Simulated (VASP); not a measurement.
# HPbNO4 (P1) in VASP: a series of runs, part 2 of 2

VASP 6.6.1.

## (3) Band structure, PBEsol

This run uses another cell than the first one, of 13.97 Å³/atom, 0.915 times its volume.

Input file POSCAR:

```
HPbNO4                                  
1.0
    4.1687922843     -0.0036353842      0.0080226353
   -2.0360979870      4.9669937201     -0.0056438559
   -2.0672608465     -1.7371649446      4.7207695011
  H               Pb              N               O             
     1     1     1     4
Direct
     0.9906335944429794    0.0388622616540757    0.9040008110615971
     0.5028574302846528    0.8094070324934850    0.1545982860855262
     0.0088629627602540    0.4761129930450486    0.5013068544357525
     0.9965810759869594    0.9250343712855178    0.0282995160865080
     0.2008715581066857    0.7465430982308100    0.6089783398843721
     0.8116117883936277    0.3582925573469349    0.2349499994286940
     0.0138015900248448    0.3248076859441279    0.6583461930175495
```

Input file INCAR.step1:

```
SYSTEM = HPbNO4
  PREC = Accurate
  ENCUT = 520
  EDIFF = 1E-6
  ISMEAR = -1
  SIGMA = 0.05
  LREAL = .FALSE.
  LASPH = .TRUE.
  NELM = 60
  ALGO = Fast
  ISIF = 2
  LWAVE = .FALSE.
  LCHARG = .TRUE.
  GGA = PS
  NBANDS = 31
  KPAR = 4
```

Input file KPOINTS.step1:

```
regular mesh
0
G
  8 6 6
  0 0 0
```

Input file INCAR.step2:

```
SYSTEM = HPbNO4
  PREC = Accurate
  ENCUT = 520
  EDIFF = 1E-6
  ISMEAR = 0
  SIGMA = 0.05
  LREAL = .FALSE.
  LASPH = .TRUE.
  NELM = 60
  ALGO = Fast
  ISIF = 2
  LWAVE = .FALSE.
  LCHARG = .FALSE.
  GGA = PS
  NBANDS = 31
  KPAR = 4
  ICHARG = 11
```

Input file KPOINTS.step2:

```
path XGY,LGZ,NGM,RG
10
line-mode
reciprocal
 0.0000000000  0.5000000000  0.0000000000  X
 0.0000000000  0.0000000000  0.0000000000  G

 0.0000000000  0.0000000000  0.0000000000  G
 0.0000000000  0.0000000000 -0.5000000000  Y

 0.0000000000  0.5000000000 -0.5000000000  L
 0.0000000000  0.0000000000  0.0000000000  G

 0.0000000000  0.0000000000  0.0000000000  G
-0.5000000000  0.0000000000  0.5000000000  Z

-0.5000000000  0.5000000000  0.5000000000  N
 0.0000000000  0.0000000000  0.0000000000  G

 0.0000000000  0.0000000000  0.0000000000  G
-0.5000000000  0.0000000000  0.0000000000  M

-0.5000000000  0.5000000000  0.0000000000  R
 0.0000000000  0.0000000000  0.0000000000  G
```

Potentials or basis: VASP PAW PBE potentials, release 64 (H, Pb_d, N, O).

Started as:

```
> cat potpaw_PBE.64/H/POTCAR potpaw_PBE.64/Pb_d/POTCAR potpaw_PBE.64/N/POTCAR potpaw_PBE.64/O/POTCAR > POTCAR
> cp INCAR.step1 INCAR
> cp KPOINTS.step1 KPOINTS
> mpirun -np 4 vasp_std > vasp.out
> cp INCAR.step2 INCAR
> cp KPOINTS.step2 KPOINTS
> mpirun -np 4 vasp_std > vasp.out
```

OUTCAR:

```text
SYSTEM = HPbNO4
   PREC = Accurate
   ENCUT = 520
   EDIFF = 1E-6
   ISMEAR = 0
   LREAL = .FALSE.
   LASPH = .TRUE.
   NELM = 60
   ISIF = 2
   GGA = PS
   ICHARG = 11

 ion  position               nearest neighbor table
   1  0.991  0.039  0.904-   4 0.98
   2  0.503  0.809  0.155-   4 2.31   4 2.31   6 2.61   5 2.66   7 2.81   7 2.91
   3  0.009  0.476  0.501-   5 1.26   6 1.26   7 1.27
   4  0.997  0.925  0.028-   1 0.98   2 2.31   2 2.31
   5  0.201  0.747  0.609-   3 1.26   2 2.66
   6  0.812  0.358  0.235-   3 1.26   2 2.61
   7  0.014  0.325  0.658-   3 1.27   2 2.81   2 2.91

  LATTYP: Found a triclinic cell.
 ALAT       =     8.0192077592
 B/A-ratio  =     0.5198520495
 C/A-ratio  =     0.7133128705
 COS(alpha) =     0.0125361547
 COS(beta)  =     0.3588825087
 COS(gamma) =     0.7852605419

  Lattice vectors:

 A1 = (  -6.3014865816,  -4.9597229517,  -0.0104014147)
 A2 = (  -4.1687922843,   0.0036353842,  -0.0080226353)
[... 179 lines left out ...]
 E-fermi :   1.4177     XC(G=0):  -9.0075

 val. band max:        1.1653177824   @ k =  -0.5000   0.0000   0.0000
 cond. band min:       3.8231844378   @ k =  -0.5000   0.0000   0.5000
 fundamental gap:      2.6578666555
 Fermi energy:         1.4176616879

 k-point     1 :       0.0000    0.5000    0.0000
  band No.  band energies     occupation
      1     -25.2101      2.00000
      2     -19.7307      2.00000
      3     -19.6763      2.00000
      4     -16.6289      2.00000
      5     -14.0237      2.00000
      6     -14.0024      2.00000
[... 805 lines left out ...]
     30      12.8223      0.00000
     31      13.3467      0.00000

 [... further k-points ...]

------------------------ aborting loop because EDIFF is reached ----------------------------------------

  FORCE on cell =-STRESS in cart. coord.  units (eV):
  Direction    XX          YY          ZZ          XY          YZ          ZX
  --------------------------------------------------------------------------------------
  -------------------------------------------------------------------------------------
  Total        2.4271205      0.1942522     -0.5692530      0.0050690     -0.6986565      0.0185467
  in kB       39.7676796      3.1827670     -9.3270485      0.0830536    -11.4472886      0.3038829
  external PRESSURE =      11.2077994 kB  Pullay stress =       0.0000000 kB

 VOLUME and BASIS-vectors are now :
 -----------------------------------------------------------------------------
  energy-cutoff  :      520.00
  volume of cell :       97.78
      direct lattice vectors                 reciprocal lattice vectors
     4.168792284 -0.003635384  0.008022635     0.239691760  0.098416211  0.141178378
    -2.036097987  4.966993720 -0.005643856     0.000032982  0.201426784  0.074136162
    -2.067260846 -1.737164945  4.720769501    -0.000407301  0.000073561  0.211678581

 POSITION                                       TOTAL-FORCE (eV/Angst)
 -----------------------------------------------------------------------------------
      2.18181     -1.38097      4.27531         0.000247      0.161155     -0.135946
      0.12868      3.74993      0.72929         0.007206      0.413717     -0.290686
     -1.96880      1.49397      2.36394         0.000719      0.073664     -0.047215
      2.21258      4.54186      0.13637         0.001942     -0.489497      0.345876
     -1.94156      2.64945      2.87224         0.023556      0.160390      0.165766
      2.16822      1.36854      1.11363        -0.023212     -0.077018     -0.186709
     -1.96478      0.46961      3.10618        -0.010458     -0.242410      0.148914
 -----------------------------------------------------------------------------------
    total drift:                               -0.001510     -0.124606      0.095317

  FREE ENERGIE OF THE ION-ELECTRON SYSTEM (eV)
  ---------------------------------------------------
  free  energy   TOTEN  =       -42.3548338992 eV

  energy  without entropy=      -42.3548338992  energy(sigma->0) =      -42.35483390
```

Run time: 5 min. Hardware: 4 MPI ranks of Intel Xeon Platinum 8375C at 2.90GHz (Ice Lake), shared host; peak memory 0.52 GiB.

Results:

```
Band gap on the k mesh  : 2.51 eV, indirect (least direct gap 2.93 eV)
Band gap along the path : 2.66 eV, indirect (least direct gap 2.93 eV)
```

Levels at the corners of the path, in eV from the valence-band top:
```tsv
point	band 19	band 20	band 21	band 22	band 23	band 24	band 25	band 26
X	-1.75	-1.51	-1.31	-0.95	2.86	4.13	4.93	7.41
Γ	-2.40	-2.34	-1.28	-0.56	3.07	4.58	5.31	6.01
Γ	-2.40	-2.34	-1.28	-0.56	3.07	4.58	5.31	6.01
Y	-1.75	-1.56	-1.28	-0.94	2.88	4.00	5.10	7.23
L	-2.04	-1.56	-1.22	-0.84	2.77	3.56	5.57	7.15
Γ	-2.40	-2.34	-1.28	-0.56	3.07	4.58	5.31	6.01
Γ	-2.40	-2.34	-1.28	-0.56	3.07	4.58	5.31	6.01
Z	-2.39	-1.12	-0.58	-0.39	2.66	5.42	5.46	6.23
N	-2.20	-1.45	-0.88	-0.03	2.92	4.27	5.65	6.21
Γ	-2.40	-2.34	-1.28	-0.56	3.07	4.58	5.31	6.01
Γ	-2.40	-2.34	-1.28	-0.56	3.07	4.58	5.31	6.01
M	-2.21	-1.47	-0.89	0.00	2.93	4.26	5.63	6.25
R	-2.40	-1.13	-0.58	-0.37	2.67	5.41	5.47	6.22
Γ	-2.40	-2.34	-1.28	-0.56	3.07	4.58	5.31	6.01
```

Caveat: the log is that of the step along the path at fixed density, whose energy, stress, charges and moments have no meaning; the PAW data sets were made with another functional, which shifts forces and pressure a little; spin-orbit coupling is left out, which as a rule narrows the gap of such compounds by several tenths of an eV. Expect the measured gap to be larger: semilocal functionals such as PBEsol lack the derivative discontinuity.

## (4) Density of states, PBE0

This run uses another cell than the first one, of 15.59 Å³/atom, 1.021 times its volume.

Input file POSCAR:

```
HPbNO4
1.0
    4.2753100000     -0.0004000000      0.0063600000
   -2.0839900000      5.2077500000     -0.0490700000
   -2.1237700000     -1.8657400000      4.9149100000
H Pb N O
1 1 1 4
Direct
    0.9907300000      0.0333000000      0.9099400000
    0.5027400000      0.8198900000      0.1428700000
    0.0083800000      0.4740800000      0.5026500000
    0.9981600000      0.9274100000      0.0287700000
    0.1946700000      0.7343500000      0.6085200000
    0.8167300000      0.3588200000      0.2455600000
    0.0138100000      0.3312100000      0.6521700000
```

Input file INCAR.step1:

```
SYSTEM = HPbNO4
  PREC = Accurate
  ENCUT = 520
  EDIFF = 1E-5
  ISMEAR = -1
  SIGMA = 0.05
  LREAL = .False.
  LASPH = .True.
  NELM = 60
  ALGO = Normal
  ISIF = 2
  LWAVE = .True.
  LCHARG = .False.
  GGA = PE
```

Input file INCAR.step2:

```
SYSTEM = HPbNO4
  PREC = Accurate
  ENCUT = 520
  EDIFF = 1E-6
  ISMEAR = -5
  SIGMA = 0.05
  LREAL = .False.
  LASPH = .True.
  NELM = 60
  ALGO = Normal
  ISIF = 2
  LWAVE = .False.
  LCHARG = .False.
  GGA = PE
  LHFCALC = .True.
  AEXX = 0.25
  PRECFOCK = Fast
  LORBIT = 11
  ISTART = 1
  NEDOS = 2001
```

Input file KPOINTS:

```
regular mesh
0
Gamma
  4 3 3
  0 0 0
```

Started as:

```
> cat potpaw_PBE.64/H/POTCAR potpaw_PBE.64/Pb_d/POTCAR potpaw_PBE.64/N/POTCAR potpaw_PBE.64/O/POTCAR > POTCAR
> cp INCAR.step1 INCAR
> mpirun -np 8 vasp_std > vasp.out
> cp INCAR.step2 INCAR
> mpirun -np 8 vasp_std > vasp.out
```

Wall time 9.4 min (8 MPI ranks of Intel Xeon Platinum 8488C (Sapphire Rapids), shared host); peak memory 0.16 GiB.

Results (log left out):

| Property | Result |
| --- | --- |
| Free energy | -54.6854 eV |
| Pressure | -3.2 GPa |
| Largest force | 1.034 eV/Å |
| Band gap on the k mesh | 4.93 eV, indirect (least direct gap 5.22 eV) |
| Valence electrons inside the program's atomic spheres | H 0.75; Pb 11.74; N 3.80; O 5.12, 5.09 |

Forces on the atoms (eV/Å):
```
H    0.000 -0.335  0.257
Pb   0.003  0.150 -0.106
N   -0.003  0.047 -0.046
O   -0.003  0.233 -0.186
O   -0.021 -0.953 -0.328
O    0.026  0.015  1.006
O   -0.002  0.844 -0.598
```

Stress tensor (GPa, compression positive):
```
-1.66 -0.04 -0.07
-0.04 -4.12  0.42
-0.07  0.42 -3.81
```

Levels at points of the mesh, in eV from the valence-band top:
```csv
k point,band 19,band 20,band 21,band 22,band 23,band 24,band 25,band 26
"(0.00, 0.00, 0.00)",-2.42,-2.39,-1.55,-0.91,5.51,6.47,7.24,8.11
"(0.50, 0.00, 0.00)",-2.49,-1.63,-1.16,0.00,5.31,6.23,7.48,8.10
```

States per cell in windows of 0.5 eV (zero at the valence-band top; states under -8 eV left out):
```csv
from (eV),total,O4_p,O6_p,O5_p,O7_p,Pb2_p,Pb2_s
-8.0,0.00,0.00,0.00,0.00,0.00,0.00,0.00
-7.5,0.98,0.15,0.03,0.02,0.03,0.00,0.42
-7.0,1.03,0.17,0.03,0.02,0.03,0.00,0.44
-6.5,0.00,0.00,0.00,0.00,0.00,0.00,0.00
-6.0,0.01,0.00,0.00,0.00,0.00,0.00,0.00
-5.5,0.92,0.42,0.01,0.01,0.01,0.03,0.03
-5.0,0.59,0.21,0.02,0.03,0.04,0.02,0.03
-4.5,0.48,0.14,0.03,0.04,0.05,0.01,0.02
-4.0,1.86,0.06,0.42,0.37,0.32,0.05,0.01
-3.5,0.19,0.00,0.04,0.04,0.03,0.00,0.00
-3.0,3.56,0.33,0.75,0.73,0.53,0.06,0.07
-2.5,2.34,0.15,0.37,0.39,0.69,0.02,0.07
-2.0,1.95,0.16,0.39,0.43,0.36,0.03,0.08
-1.5,1.77,0.76,0.15,0.14,0.12,0.02,0.04
-1.0,1.52,0.69,0.08,0.08,0.05,0.05,0.13
-0.5,0.61,0.25,0.01,0.01,0.03,0.04,0.09
0.0,0.00,0.00,0.00,0.00,0.00,0.00,0.00
0.5,0.00,0.00,0.00,0.00,0.00,0.00,0.00
1.0,0.00,0.00,0.00,0.00,0.00,0.00,0.00
1.5,0.00,0.00,0.00,0.00,0.00,0.00,0.00
2.0,0.00,0.00,0.00,0.00,0.00,0.00,0.00
2.5,0.00,0.00,0.00,0.00,0.00,0.00,0.00
3.0,0.00,0.00,0.00,0.00,0.00,0.00,0.00
3.5,0.00,0.00,0.00,0.00,0.00,0.00,0.00
4.0,0.00,0.00,0.00,0.00,0.00,0.00,0.00
4.5,0.03,0.00,0.00,0.00,0.00,0.00,0.00
5.0,1.96,0.02,0.22,0.22,0.23,0.04,0.01
5.5,0.07,0.00,0.00,0.00,0.00,0.02,0.00
6.0,1.01,0.03,0.02,0.02,0.01,0.33,0.02
6.5,1.17,0.03,0.03,0.03,0.04,0.42,0.01
7.0,1.74,0.04,0.07,0.06,0.06,0.61,0.02
7.5,0.13,0.01,0.00,0.00,0.00,0.04,0.00
```

Caveat: the k mesh is coarse (spacing up to 0.45 Å⁻¹), so the values aren't converged, least of all with exact exchange; the PAW data sets were made with another functional, which shifts forces and pressure a little; spin-orbit coupling is left out, which as a rule narrows the gap of such compounds by several tenths of an eV; an odd mesh through Γ misses points on the zone boundary, where band edges often lie.

## (5) Overview

| task | level | cell | k mesh | smearing | further INCAR settings | grid for exact exchange (PRECFOCK) | exchange at q = 0 | mesh quality | gap on the mesh (eV) |
| --- | --- | --- | --- | --- | --- | --- | --- | --- | --- |
| band structure | PBE | P1, 15.27 Å³/atom | 8 × 6 × 6 | fermi-dirac 0.05 eV | ALGO = Fast; EDIFF = 1e-06; NBANDS = 31 | - | - | not flagged | 2.70 |
| band structure | PBEsol | P1, 13.97 Å³/atom | 8 × 6 × 6 | fermi-dirac 0.05 eV | ALGO = Fast; EDIFF = 1e-06; NBANDS = 31 | - | - | not flagged | 2.51 |
| density of states | PBE0 | P1, 15.59 Å³/atom | 4 × 3 × 3 | tetrahedron | ALGO = Normal; EDIFF = 1e-06 | Fast | default | coarse | 4.93 |

Alike in all rows: potentials or basis VASP PAW PBE potentials, release 64 (H, Pb_d, N, O); no spin polarisation; cutoff (eV) 520.

Caveats: some runs use coarse meshes; spin-orbit coupling is left out, which as a rule narrows the gap of such compounds by several tenths of an eV; the PAW data sets were made with another functional, which shifts forces and pressure a little (some runs); an odd mesh through Γ misses points on the zone boundary, where band edges often lie (some runs).

Absolute energies hang on the potentials; compare differences alone.
